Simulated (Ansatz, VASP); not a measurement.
## Rb3Na: VASP beside Ansatz

```
Rb Na
1.0
     6.76060    0.00000    0.00000
     0.00000    6.76060    0.00000
     0.00000    0.00000    6.76060
Rb Na
3 1
Direct
  0.00000 0.50000 0.50000
  0.50000 0.00000 0.50000
  0.50000 0.50000 0.00000
  0.00000 0.00000 0.00000
```

The cell comes from a database or a generator and needn't be the stable form of this composition.

Alike in both runs: task single point; functional LDA; k mesh 3 × 3 × 3; occupations fermi-dirac, width 0.05 eV; no spin polarisation.

|  | VASP | Ansatz |
| --- | --- | --- |
| version | VASP 6.6.1 | Ansatz 0.2.0 |
| potentials or method | VASP PAW LDA potentials, release 64 (Rb_sv, Na_pv) | plane waves, PAW |
| plane-wave cutoff (eV) | 520 | 450 |
| valence electrons in the cell | 34 | 36 |

|  | VASP | Ansatz | Ansatz less VASP |
| --- | --- | --- | --- |
| pressure (GPa) | -0.5 | -0.5 | +0.01 |

The two sets of potentials don't hold the same shells in valence.
